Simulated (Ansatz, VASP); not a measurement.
# Cross-check of CsAgMoO4 between VASP and Ansatz, part 3 of 3

Wanted: the spread between two codes on one cell, functional and k mesh. The cell is generated by rule, not measured, and may not be a known phase. The cell is taken from a series of runs on this material, whose earlier steps may have relaxed, scaled, displaced or heated it; both programs get it as it stands.

VASP 6.6.1 and Ansatz 0.2.0.

So far: The starting structure; Ansatz: zone-centre phonons, PBE with D4; VASP: zone-centre phonons, PBE with D4.

The structure was built from a prototype and need not be the compound's stable phase.

## Step 4: Differences

Known differences besides the potentials themselves: fixed occupations in Ansatz, narrow Gaussian smearing in VASP; the data sets hold 66 valence electrons in Ansatz (on its default PAW (the set named soft_2) files) and 58 in VASP; the cutoff is 420 eV in Ansatz and 600 eV in VASP; Ansatz takes the dispersion share of the force constants at frozen C6 weights, VASP differentiates the full forces; VASP uses finite displacements, Ansatz perturbation theory. Total energies have different zeros and are not compared.

Compared:

```
                                              quantity  Ansatz   VASP  difference
optical mode 1 (imaginary, printed as negative) (cm⁻¹)   -60.6  -64.5        +3.9
                                 optical mode 2 (cm⁻¹)    39.5   38.0        +1.4
                                 optical mode 3 (cm⁻¹)    56.1   56.8     -1.39 %
                                 optical mode 4 (cm⁻¹)    59.8   60.8     -1.63 %
                                 optical mode 5 (cm⁻¹)    64.0   64.7     -1.14 %
                                 optical mode 6 (cm⁻¹)    92.5   93.5     -1.09 %
                                 optical mode 7 (cm⁻¹)   118.6  117.5     +0.91 %
                                 optical mode 8 (cm⁻¹)   119.8  120.6     -0.64 %
                                 optical mode 9 (cm⁻¹)   214.8  213.3     +0.72 %
                                optical mode 10 (cm⁻¹)   289.9  288.6     +0.46 %
                                optical mode 11 (cm⁻¹)   295.1  294.1     +0.31 %
                                optical mode 12 (cm⁻¹)   306.9  306.0     +0.32 %
                                optical mode 13 (cm⁻¹)   333.5  332.0     +0.43 %
                                optical mode 14 (cm⁻¹)   338.6  337.4     +0.36 %
                                optical mode 15 (cm⁻¹)   781.6  784.1     -0.31 %
                                optical mode 16 (cm⁻¹)   795.1  797.2     -0.27 %
                                optical mode 17 (cm⁻¹)   800.6  802.7     -0.26 %
                                optical mode 18 (cm⁻¹)   873.8  872.0     +0.20 %
```

Modes are paired by rising frequency, not by their patterns, so a pair may set unlike modes beside each other; they are those without the splitting of longitudinal modes.

## Step 5: Outcome

```json
{"r.m.s. difference of the optical zone-centre modes, each program's sorted by frequency (zone-centre phonons, PBE with D4)": "1.7 cm⁻¹", "difference in optical mode 4 (zone-centre phonons, PBE with D4)": "-1.6 %"}
```

**Reading.** The r.m.s. difference of the optical zone-centre modes, each program's sorted by frequency is 1.7 cm⁻¹ (zone-centre phonons, PBE with D4). The data sets hold unlike numbers of valence electrons (66 in Ansatz and 58 in VASP), so part of the differences comes from the potentials. Among the rows given in per cent, the largest difference of the zone-centre phonons, PBE with D4 pair is in optical mode 4, -1.6 %. Such differences can come from data sets, numerical settings and the points named under the comparisons, not from the functional's error against experiment.

[Lines on the potential files, build, host, timing and source positions are cut from VASP's logs without a mark.]

[Logs are printed without paths, hosts, clocks, repeated set-up lines and the standing remarks that a program may print on its own settings, such as how far it seeks lower states.]

[Hosts, paths, dates, database ids (printed as entryN), source tags and the programs' standing remarks are cut or masked in the printed files.]
